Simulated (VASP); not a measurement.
Method: RPBE GGA, VASP's PBE PAW potentials (set 64) (plane waves; VASP 6.6.1).

A VASP calculation is set up with these files.

**KPOINTS**
```
Automatic mesh
0
Gamma
12 12 12
0 0 0
```

### POSCAR
```
BN
1
    0.0000000000     1.8402190860     1.8402190860
    1.8402190860     0.0000000000     1.8402190860
    1.8402190860     1.8402190860     0.0000000000
B N
1 1
Direct
  0.0000000000   0.0000000000   0.0000000000
  0.2500000000   0.2500000000   0.2500000000
```

### INCAR
```
# general
SYSTEM=BN
PREC  =Accurate
ENCUT =520
LREAL =.FALSE.
LASPH =.TRUE.

# electronic loop
EDIFF =1E-7
NELM  =100
ALGO  =Normal

# smearing
ISMEAR=0
SIGMA =0.05

# functional
GGA   =RP

# ions
ISIF  =2

# output
LWAVE =.FALSE.
LCHARG=.FALSE.
```

POTCAR, in this order: B N (PBE.64 set). Program: vasp_std.

Output of the run:

**OSZICAR**
```
       N       E                     dE             d eps       ncg     rms          rms(c)
DAV:   1     0.762509589463E+01    0.76251E+01   -0.51213E+03  1216   0.982E+02
DAV:   2    -0.172429670202E+02   -0.24868E+02   -0.23645E+02  1592   0.162E+02
DAV:   3    -0.174467368746E+02   -0.20377E+00   -0.20377E+00  1320   0.183E+01
DAV:   4    -0.174469719032E+02   -0.23503E-03   -0.23503E-03  1600   0.529E-01
DAV:   5    -0.174469719524E+02   -0.49218E-07   -0.49217E-07  1248   0.648E-03    0.645E+00
DAV:   6    -0.166644387987E+02    0.78253E+00   -0.33831E+00  1480   0.132E+01    0.318E+00
DAV:   7    -0.166207334462E+02    0.43705E-01   -0.71225E-02  1496   0.273E+00    0.188E+00
DAV:   8    -0.166156048785E+02    0.51286E-02   -0.34466E-02  1208   0.183E+00    0.145E-01
DAV:   9    -0.166159777458E+02   -0.37287E-03   -0.79004E-04  1232   0.279E-01    0.681E-02
DAV:  10    -0.166161596608E+02   -0.18192E-03   -0.27271E-04  1536   0.165E-01    0.158E-02
DAV:  11    -0.166161713464E+02   -0.11686E-04   -0.21506E-05  1432   0.466E-02    0.947E-03
DAV:  12    -0.166161716297E+02   -0.28332E-06   -0.24726E-06  1360   0.134E-02    0.637E-04
DAV:  13    -0.166161716531E+02   -0.23386E-07   -0.46123E-08   640   0.259E-03
   1 F= -.16616172E+02 E0= -.16616172E+02  d E =-.118186E-15
```

**OUTCAR**
```
------------------------ aborting loop because EDIFF is reached ----------------------------------------
  FORCE on cell =-STRESS in cart. coord.  units (eV):
  Direction    XX          YY          ZZ          XY          YZ          ZX
  --------------------------------------------------------------------------------------
  Total       -0.7851883     -0.7851883     -0.7851883     -0.0000000      0.0000000     -0.0000000
  in kB     -100.9359312   -100.9359312   -100.9359312     -0.0000000      0.0000000     -0.0000000
  external PRESSURE =    -100.9359312 kB  Pullay stress =       0.0000000 kB
  volume of cell :       12.46
      direct lattice vectors                 reciprocal lattice vectors
     0.000000000  1.840219086  1.840219086    -0.271706779  0.271706779  0.271706779
     1.840219086  0.000000000  1.840219086     0.271706779 -0.271706779  0.271706779
     1.840219086  1.840219086  0.000000000     0.271706779  0.271706779 -0.271706779
  FREE ENERGIE OF THE ION-ELECTRON SYSTEM (eV)
  ---------------------------------------------------
  free  energy   TOTEN  =       -16.6161716531 eV

  energy  without entropy=      -16.6161716531  energy(sigma->0) =      -16.61617165
```
(Selected blocks of OUTCAR.)

The compound is BN in the zinc blende structure. This cell is one point of a volume scan, at 1.03 of the reference volume.
